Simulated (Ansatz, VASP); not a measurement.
**Cross-check of As between VASP and Ansatz**

Aim: how closely do two programs agree when they are given the same cell, functional and k mesh? The cell is taken from a series of runs on this material, whose earlier steps may have relaxed, scaled, displaced or heated it; both programs get it as it stands.

Main program and level: Ansatz 0.2.0; plane waves, with VASP 6.6.1 beside it; PBEsol and PBEsol, spin-orbit coupling.

## 1. Starting point

The cell holds 2 atoms: 2 As. Its edges and angles: a = 3.544 Å, b = 3.544 Å, c = 26.000 Å, α = 90.0°, β = 90.0°, γ = 120.0°. Vacuum lies along c.

## 2. Ansatz: single point, PBEsol

Ansatz runs on its PAW soft_1 files.

A single point takes one fixed geometry, so differences don't come from the geometry; what else differs is listed under the comparison.

File input.yaml:

```yaml
crystal:
  lattice:
    - [3.5443329079, 0.0, 0.0]
    - [-1.7721664539, 3.0694823377, 0.0]
    - [0.0, 0.0, 26.0]
  atoms:
    - { symbol: As, position: [0.3333333333, 0.6666666667, 0.4732851741] }
    - { symbol: As, position: [0.6666666667, 0.3333333333, 0.5267148259] }
  periodic: [true, true, false]
kpoints:
  mp_grid: { grid: [6, 6, 1] }
  band_path:
    path:
      - [0, 0, 0]
      - [0.5, 0, 0]
      - [0.3333333333333, 0.3333333333333, 0]
      - [0, 0, 0]
    npoints: 10
hamiltonian:
  xc: pbesol
  pseudopotentials: { kind: paw, azcp: { folder: soft_1 }, xc_functional: pbe }
scf:
  occupations: { method: fermi_dirac, width: 0.02 }
  n_extra_bands: 4
output:
  eigenvalues: true
  forces: true
  stress: true
  write_density: true
  write_potential: true
  elf: true
  volumetric_format: npy
```

The run is started by

```
ansatz run input.yaml --threads 4 --pin off --max-ram 17510MiB --backend cpu --events-out ev --progress --plain --runs-dir out
```

Numbers of over 12 decimals in the logs are rounded to 6 here.

What it wrote:

```text
scf.n_extra_bands = 4 over 15 filled bands (N_el = 30.0): the run solves 19 bands
Engine: ansatz 0.2.0, aarch64-unknown-linux-gnu
Pseudopotentials: kind: paw
Pseudopotential: As, paw, valence charge 15, recommended cutoff 420 eV (normal), soft_1/As.paw.azcp
Functional definition: PBEsol
  exchange = pbesol_x
  correlation = pbesol_c
Crystal: 2 atoms, lattice volume = 282.861 Å³
Basis set: ecut = 420 eV, 5469 PW (Γ), exchange–correlation on 48×48×360 points (8 copies of the dense FFT grid, shifted against one another)
Bands: 19, of which v1, the nominal top of the filled ones, is band 15 counted from 1 (14 counted from 0)
Symmetry: 12 space group operations
Space group: P-3m1 (ITA 164), of the structure as read, at distance tolerance 6.6e-5 Å
k-points: 7 of 36
Non-local potential: As, projectors of the file, l = 0: 2, l = 1: 2, l = 2: 3, l = 3: 1
PAW form: soft (Blöchl's): semilocal exchange-correlation on the pseudo side does not see the compensation charge
PAW frozen core: As, regenerated for the run's functional, and the local potential with it (the file was generated under x = pbe(κ = 0.804, μ = 0.219515), c = pbe(β = 0.066725))
PAW one-centre angular grid: As, 590 points (default); XC on 64 Gauss nodes
Initial density: superposition of atomic densities (neutral atoms: chi_scale 0, normalization atom)
Initial wavefunctions: pseudopotential atomic-orbital guess
Functional: x = pbesol(κ = 0.804, μ = 0.123457), c = pbesol(β = 0.046)
iter 1 solved again at ethr=1.01e-3 eV; its pass at ethr=3.10e-3 eV (dr2=3.03e-1 eV) is discarded
SCF iter   1: F=—  HF=-9625.904091 eV  |F-HF|=—  |Δ(HF+E_count)|=         —  Δρ=1.14e-2  dr2=3.04e-1  ethr=1.01e-3  ⟨swp⟩=1.9  Hψ=1103  notcnv=0
preconditioner: auto → none  [insulator: Δε(μ)=1.640 eV  Ē_g=9.771 eV  σ=0.020 eV  W_gap=1.00  n_scr=14 (ndim 8)  ℏωp=7.0 eV  f_vac=0.782  D(μ)=0.00/eV (n_scr^D=0)  ε∞_Penn≈1.5]
SCF iter   2: F=—  HF=-9625.841474 eV  |F-HF|=—  |Δ(HF+E_count)|=   6.26e-2  Δρ=5.23e-3  dr2=4.80e-2  ethr=1.01e-3  ⟨swp⟩=3.6  Hψ=246  notcnv=0
SCF iter   3: F=—  HF=-9625.834451 eV  |F-HF|=—  |Δ(HF+E_count)|=   7.02e-3  Δρ=1.02e-3  dr2=3.45e-3  ethr=1.60e-4  ⟨swp⟩=4.1  Hψ=307  notcnv=0
SCF iter   4: F=—  HF=-9625.833362 eV  |F-HF|=—  |Δ(HF+E_count)|=   1.09e-3  Δρ=3.22e-4  dr2=7.55e-5  ethr=1.15e-5  ⟨swp⟩=4.3  Hψ=323  notcnv=0
SCF iter   5: F=—  HF=-9625.833389 eV  |F-HF|=—  |Δ(HF+E_count)|=   2.63e-5  Δρ=3.76e-5  dr2=1.45e-6  ethr=2.52e-7  ⟨swp⟩=2.3  Hψ=178  notcnv=0
SCF iter   6: F=—  HF=-9625.833388 eV  |F-HF|=—  |Δ(HF+E_count)|=   2.45e-7  Δρ=3.18e-6  dr2=3.22e-8  ethr=3.33e-10  ⟨swp⟩=17.3  Hψ=1442  notcnv=0
SCF iter   7: F=-9625.833388 eV  HF=-9625.833388 eV  |F-HF|=4.38e-10  |Δ(HF+E_count)|=   7.09e-8  Δρ=1.11e-6  dr2=1.35e-9  ethr=1.07e-10  ⟨swp⟩=10.7  Hψ=965  notcnv=0
SCF 1 converged in 7 iterations: F = -9625.833388 eV  dr2 = 1.35e-9
  greatest PAW one-centre occupation: 0.999 electrons in one spin orbital (limit 2), on the As atom at site 1 (counted from 0), in its partial waves of l = 2
NSCF: frozen V_eff on 31 k-points
WARN: The input density's exchange-correlation potential varies sharply where the density is thin. Do not read a vacuum level from v_tot or v_xc, or from such a field of the output density. On a cell that repeats whose density bears no net charge and no dipole along the vacuum's axis use v_es (v_loc + v_h of the components); under efield.dipole_correction with no amplitude use v_es + v_field, which holds any external [...]
SCF converged after 7 iterations
Free energy (F): -9625.833388 eV
Harris-Foulkes:  -9625.833388 eV  (|F-HF|=4.38e-10)
Internal energy: -9625.833388 eV  (E = F + TS)
E sigma→0 (E₀):  -9625.833388 eV
Fermi energy:    -4.554847 eV
--- Per-component energies (eV) ---
  E_band       = -916.308677
  E_kinetic    = 193.264803
  E_local      = -45424.053874  (includes V_loc(G=0)·N_el)
  E_nonlocal   = -783.327337
  E_hartree    = 22735.110929
  E_xc         = -138.845457
  E_vxc        = -145.832927  (∫ρ·V_xc dr)
  E_paw        = -3942.233181  (= ΣΔE_a)
  E_vpaw       = -226.580171  (= ΣTr[D̂ρ^β])
  E_aug_tail   = -0.000015  (compensation charges beyond the density's cutoff)
  E_ewald      = 17732.317884
  E_core_change = 1.932860  (= ΣΔE_core)
  E_smearing   = -0.000000  (= −TS)
  E_closure    = 0.000000  (closes the sum)
  Σ components = -9625.833388   (vs F -9625.833388, Δ=0.00e0)
--- Forces (eV/Å), atoms counted from 1 ---
  atom   1  As    -0.00000000     0.00000000     0.03463434
  atom   2  As     0.00000000    -0.00000000    -0.03463434
  max |Σ_I F_I| component: 6.94e-18 eV/Å
--- 2D stress c σ (N/m, compression-positive) ---
        0.141978      -0.000000       0.000000
       -0.000000       0.141978       0.000000
        0.000000       0.000000       0.000000
  P = ½ c Tr σ = 0.1420 N/m
--- Band table (eV; the first three rows and the last of 7) ---
  k-point 0: bands = [... 11 lower, -12.6500, -6.0558, -5.2837, -5.2837, -3.2012, -1.7438, -1.7438, -0.4684]
  k-point 1: bands = [... 11 lower, -12.5987, -7.6505, -5.9982, -5.8833, -3.0512, -1.0817, -1.0814, 0.0230]
  k-point 2: bands = [... 11 lower, -13.2922, -9.1975, -6.9287, -6.1755, -3.8040, -1.5290, -0.6992, 1.0797]
  k-point 6: bands = [... 11 lower, -15.4071, -9.9707, -7.4493, -7.4493, -3.5033, -0.7322, -0.7322, 2.7654]
```

Reading the cycles: dr2 is the Hartree energy of the density residual (eV), the measure of convergence; HF is the Harris–Foulkes estimate of the energy, which meets the free energy F at convergence.

## 3. VASP: single point, PBEsol

The same cell, functional, mesh and smearing now go to VASP, with its own data sets.

Lines of VASP's logs that name or quote its potential files are left out, and so is its time.

File INCAR:

```
SYSTEM = As
PREC = Accurate
ENCUT = 400
EDIFF = 1E-06
NELM = 120
ISMEAR = -1
SIGMA = 0.02
LREAL = .FALSE.
ALGO = Normal
GGA = PS
NBANDS = 11
LORBIT = 11
LWAVE = .FALSE.
LCHARG = .FALSE.
ISIF = 2
LDIPOL = .TRUE.
IDIPOL = 3
DIPOL = 0.5 0.5 0.5
LVHAR = .TRUE.
LASPH = .TRUE.
GGA_COMPAT = .FALSE.
EFERMI = MIDGAP
NELMDL = -8
KPAR = 2
```

File POSCAR:

```
As
1.0
    3.5443329079      0.0000000000      0.0000000000
   -1.7721664539      3.0694823377      0.0000000000
    0.0000000000      0.0000000000     26.0000000000
As
2
Direct
    0.3333333333      0.6666666667      0.4732851741
    0.6666666666      0.3333333334      0.5267148259
```

File KPOINTS:

```
Automatic mesh
0
Gamma
6 6 1
0 0 0
```

PAW data sets: As (PBE family, release 64).

The run is started by

```
mpirun -np 2 vasp_std
```

What it wrote:

```text
[banner, memory and clock lines left out]
running    2 mpi-ranks, on    1 nodes
 distrk:  each k-point on    1 cores,    2 groups
 distr:  one band on    1 cores,    1 groups

 POSCAR found type information on POSCAR As
 POSCAR found :  1 types and       2 ions
|                                                                             |
|               ----> ADVICE to this user running VASP <----                  |
|                                                                             |
|     You enforced a specific xc type in the INCAR file but a different       |
|     [... a line on the potential file left out ...]
|     I HOPE YOU KNOW WHAT YOU ARE DOING!                                     |
|                                                                             |

 LDA part: xc-table for (Slater+PW92), standard interpolation
 POSCAR, INCAR and KPOINTS ok, starting setup
 FFT: planning ... GRIDC
 FFT: planning ... GRID_SOFT
 FFT: planning ... GRID
 WAVECAR not read
 entering main loop
       N       E                     dE             d eps       ncg     rms          rms(c)
DAV:   1     0.589790182203E+02    0.58979E+02   -0.26365E+03   154   0.478E+02
DAV:   2    -0.563845743972E+01   -0.64617E+02   -0.59636E+02   266   0.882E+01
DAV:   3    -0.100355623028E+02   -0.43971E+01   -0.43915E+01   219   0.339E+01
DAV:   4    -0.100725926448E+02   -0.37030E-01   -0.36899E-01   208   0.352E+00
DAV:   5    -0.100728454195E+02   -0.25277E-03   -0.25269E-03   215   0.291E-01
DAV:   6    -0.100728463806E+02   -0.96117E-06   -0.96133E-06   200   0.170E-02
DAV:   7    -0.100728463940E+02   -0.13332E-07   -0.13224E-07   240   0.186E-03
DAV:   8    -0.100728463940E+02   -0.83901E-10   -0.47138E-10   181   0.838E-05    0.348E+00
DAV:   9    -0.100147872314E+02    0.58059E-01   -0.26042E-02   181   0.777E-01    0.205E+00
DAV:  10    -0.998312938814E+01    0.31658E-01   -0.51617E-02   180   0.112E+00    0.115E-01
DAV:  11    -0.998310891758E+01    0.20471E-04   -0.13486E-03   186   0.197E-01    0.317E-02
DAV:  12    -0.998296610619E+01    0.14281E-03   -0.12639E-04   224   0.577E-02    0.223E-02
DAV:  13    -0.998284885242E+01    0.11725E-03   -0.26868E-04   191   0.625E-02    0.177E-02
DAV:  14    -0.998288690046E+01   -0.38048E-04   -0.29710E-06   202   0.993E-03    0.104E-02
DAV:  15    -0.998310564194E+01   -0.21874E-03   -0.42654E-05   193   0.256E-02    0.636E-03
DAV:  16    -0.998312631890E+01   -0.20677E-04   -0.86240E-07   226   0.436E-03    0.298E-03
DAV:  17    -0.998317594438E+01   -0.49625E-04   -0.48941E-06   196   0.651E-03    0.253E-03
DAV:  18    -0.998318252652E+01   -0.65821E-05   -0.11785E-07   210   0.104E-03    0.115E-03
DAV:  19    -0.998320664982E+01   -0.24123E-04   -0.11163E-06   190   0.294E-03    0.696E-04
DAV:  20    -0.998321319283E+01   -0.65430E-05   -0.27150E-07   182   0.136E-03    0.285E-04
DAV:  21    -0.998321415284E+01   -0.96001E-06   -0.91853E-09   169   0.302E-04
   1 F= -.99832142E+01 E0= -.99832142E+01  d E =-.201688E-16
```

From OUTCAR (step 3):

```text
ion  position               nearest neighbor table
   1  0.333  0.667  0.473-   2 2.47   2 2.47   2 2.47
   2  0.667  0.333  0.527-   1 2.47   1 2.47   1 2.47

  LATTYP: Found a hexagonal cell.
 ALAT       =     3.5443329079
 C/A-ratio  =     7.3356540358

 Subroutine GETGRP returns: Found 12 space group operations
 (whereof 12 operations were pure point group operations)

The static configuration has the point symmetry D_3d.

 Found      7 irreducible k-points:

   k-points           NKPTS =      7   k-points in BZ     NKDIM =      7   number of bands    NBANDS=     11

   dimension x,y,z NGX =    24 NGY =   24 NGZ =  180
   dimension x,y,z NGXF=    48 NGYF=   48 NGZF=  360

   ENCUT  =  400.0 eV  29.40 Ry    5.42 a.u.   5.78  5.78 42.40*2*pi/ulx,y,z

   NELECT =      10.0000    total number of electrons

 k-points in reciprocal lattice and weights: Automatic mesh
   0.00000000  0.00000000  0.00000000       0.028
   0.16666667  0.00000000  0.00000000       0.167
   0.33333333  0.00000000  0.00000000       0.167
   0.50000000  0.00000000  0.00000000       0.083
   0.16666667  0.16666667  0.00000000       0.167
   0.33333333  0.16666667  0.00000000       0.333
   0.33333333  0.33333333  0.00000000       0.056

 dipolmoment           0.000000      0.000000     -0.000000 electrons x Angstroem

 average (electrostatic) potential at core
       1 -57.8704       2 -57.8704

 E-fermi :  -3.0823

 k-point     1 :       0.0000    0.0000    0.0000
  band No.  band energies     occupation
      1     -17.7058      2.00000
      2     -11.1500      2.00000
      3      -4.5695      2.00000
      4      -3.8239      2.00000
      5      -3.8239      2.00000
      6      -1.7505      0.00000
      7      -0.2726      0.00000
      8      -0.2726      0.00000
      9       1.0142      0.00000
     10       1.2689      0.00000
    ...

 k-point     2 :       0.1667    0.0000    0.0000
  band No.  band energies     occupation
      1     -17.3202      2.00000
      2     -11.1000      2.00000
      3      -6.1993      2.00000
      4      -4.5404      2.00000
      5      -4.3948      2.00000
      6      -1.5848      0.00000
      7       0.3917      0.00000
      8       0.3972      0.00000
      9       1.5027      0.00000
     10       1.7332      0.00000
    ...

 k-point     3 :       0.3333    0.0000    0.0000
  band No.  band energies     occupation
      1     -16.2238      2.00000
      2     -11.8131      2.00000
      3      -7.7311      2.00000
      4      -5.4729      2.00000
      5      -4.6845      2.00000
      6      -2.3406      0.00000
      7      -0.0635      0.00000
      8       0.7857      0.00000
      9       2.5645      0.00000
     10       2.7372      0.00000
    ...

  Total        0.2091631      0.2091631      0.1029893      0.0000000     -0.0000000      0.0000000
  in kB        1.1847391      1.1847391      0.5833507      0.0000000     -0.0000000      0.0000000
  external PRESSURE =       0.9842763 kB  Pullay stress =       0.0000000 kB

  energy-cutoff  :      400.00
  volume of cell :      282.86
      direct lattice vectors                 reciprocal lattice vectors
     3.544332908  0.000000000  0.000000000     0.282140540  0.162893917  0.000000000
    -1.772166454  3.069482338  0.000000000     0.000000000  0.325787833  0.000000000
     0.000000000  0.000000000 26.000000000     0.000000000  0.000000000  0.038461538

 POSITION                                       TOTAL-FORCE (eV/Angst)
 -----------------------------------------------------------------------------------
     -0.00000      2.04632     12.30541         0.000000      0.000000     -0.079891
      1.77217      1.02316     13.69459        -0.000000     -0.000000      0.079891
 -----------------------------------------------------------------------------------
    total drift:                                0.000000     -0.000000     -0.000000

  FREE ENERGIE OF THE ION-ELECTRON SYSTEM (eV)
  ---------------------------------------------------
  free  energy   TOTEN  =        -9.9832141528 eV

  energy  without entropy=       -9.9832141528  energy(sigma->0) =       -9.98321415

 vacuum level on the upper side and lower side of the slab         1.485         1.485

 total charge
# of ion       s       p       d       tot
------------------------------------------
    1        1.295   1.392   0.046   2.733
    2        1.295   1.392   0.046   2.733
--------------------------------------------------
tot          2.589   2.785   0.091   5.466

[... 3 further parts left out ...]
```

## 4. Side by side

Known differences besides the potentials themselves: Ansatz cuts the interaction across the vacuum, VASP repeats the sheet with a dipole correction (LDIPOL); the data sets hold 30 valence electrons in Ansatz (on its PAW soft_1 files) and 10 in VASP; the cutoff is 420 eV in Ansatz and 400 eV in VASP; Ansatz makes its cores anew for this functional, VASP keeps those of its PBE data sets. Total energies have different zeros and are not compared.

The two programs side by side:

| quantity | Ansatz | VASP | difference |
| --- | --- | --- | --- |
| gap on the k mesh (eV) | 1.480 | 1.483 | -0.004 |

Forces (eV/Å; atoms numbered as in POSCAR):

| atom | Ansatz x, y, z | VASP x, y, z |
| --- | --- | --- |
| As1 | 0.000, 0.000, 0.035 | 0.000, 0.000, -0.080 |
| As2 | 0.000, 0.000, -0.035 | 0.000, 0.000, 0.080 |

The forces differ by 66 meV/Å r.m.s., which is 143.3 % of the r.m.s. force of 0.046 eV/Å (both taken over all components). A gap on the mesh is an upper bound, since the band edges may lie between its points. Where the cell holds vacuum, a pressure given here is an average over it and none of the material.

## 5. Other set-ups

Further runs change the set-up of one program: Ansatz's method, potentials or start, or VASP's data sets, cutoff or form of LDA. The table gives Ansatz less VASP for each quantity, since a change that brings one quantity closer may part another.

| run | r.m.s. force difference (meV/Å) | gap on the k mesh (eV) |
| --- | --- | --- |
| as above | 66 | -0.0036 |
| VASP with the data sets As_d and a cutoff of 520 eV | 12 | -0.0056 |

(Continued in part 2 of 2.)

[Lines on the potential files, build, host, timing and source positions are cut from VASP's logs without a mark.]

[Logs are printed without paths, hosts, clocks, repeated set-up lines and the standing remarks that a program may print on its own settings, such as how far it seeks lower states.]

[Hosts, paths, dates, database ids (printed as entryN), source tags and the programs' standing remarks are cut or masked in the printed files.]
